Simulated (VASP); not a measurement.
Here is the system:

```yaml
crystal:
  lattice:
    - [1.89246, -3.27783, 0.00000]
    - [1.89246, 3.27783, 0.00000]
    - [0.00000, 0.00000, 5.19087]
  atoms:
    - { symbol: La, position: [0.33333, 0.66667, 0.22637] }
    - { symbol: La, position: [0.66667, 0.33333, 0.77363] }
    - { symbol: O, position: [0.00000, 0.00000, 0.00000] }
    - { symbol: O, position: [0.33333, 0.66667, 0.66148] }
    - { symbol: O, position: [0.66667, 0.33333, 0.33852] }
```

The numbers are results of PBE GGA, VASP's PBE PAW potentials (set 64) (plane waves; VASP 6.6.1), not measurements. Settings: 620 eV cut-off, 7×7×5 Γ-centred mesh, Gaussian smearing of 0.050 eV, potentials La O.

Problem. Predict the energy per atom (σ→0), pressure.

Solution. 
```json
{
 "energy per atom (σ→0)": "-7.941 eV/atom",
 "pressure": "45.05 GPa"
}
```

The compound is La2O3 in the a-type structure. It was relaxed first under an external pressure of 45 GPa.
